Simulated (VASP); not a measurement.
VASP ran on this input.

KPOINTS:
```
Automatic mesh
0
Gamma
15 15 8
0 0 0
```

**INCAR**
```
# general
SYSTEM  = Zr
PREC    = Accurate
ENCUT   = 520
LREAL   = .FALSE.
LASPH   = .TRUE.

# electronic loop
EDIFF   = 1E-7
NELM    = 100
ALGO    = Normal
LMAXMIX = 4

# smearing
ISMEAR  = -5

# functional
GGA     = PE
IVDW    = 11

# ions
ISIF    = 2

# output
LWAVE   = .FALSE.
LCHARG  = .TRUE.
LORBIT  = 11
NEDOS   = 601
```

### POSCAR
```
Zr
1
    1.5920435232    -2.7575002181     0.0000000000
    1.5920435232     2.7575002181     0.0000000000
   -0.0000000000     0.0000000000     5.1257457582
Zr
2
Direct
  0.3333330000   0.6666670000   0.2500000000
  0.6666670000   0.3333330000   0.7500000000
```

POTCAR, in this order: Zr_sv (PBE.64 set). Program: vasp_std.

Problem. Write an equivalent input for Quantum ESPRESSO's pw.x.

Solution. One equivalent input (not run):
```
&CONTROL
  calculation = 'scf'
  pseudo_dir = './pseudo'
  outdir = './out'
  tprnfor = .true.
  tstress = .true.
/
&SYSTEM
  ibrav = 0
  nat = 2
  ntyp = 1
  ecutwfc = 66
  occupations = 'tetrahedra'
  input_dft = 'pbe'
  vdw_corr = 'grimme-d3'
  dftd3_version = 3
  dftd3_threebody = .false.
/
&ELECTRONS
  conv_thr = 7.3e-09
  electron_maxstep = 100
/
ATOMIC_SPECIES
  Zr 91.224 Zr.upf
CELL_PARAMETERS angstrom
     1.5920435   -2.7575002    0.0000000
     1.5920435    2.7575002    0.0000000
    -0.0000000    0.0000000    5.1257458
ATOMIC_POSITIONS crystal
  Zr   0.3333330  0.6666670  0.2500000
  Zr   0.6666670  0.3333330  0.7500000
K_POINTS automatic
  15 15 8 0 0 0
```
What does not carry over: the potentials are each code's own (VASP's PAW set, PseudoDojo norm-conserving files in pw.x), so ENCUT and ecutwfc are chosen apart and not converted; conv_thr bounds pw.x's estimated SCF error, while EDIFF bounds the energy change between steps.

The compound is Zr in the hcp structure. It was relaxed first.
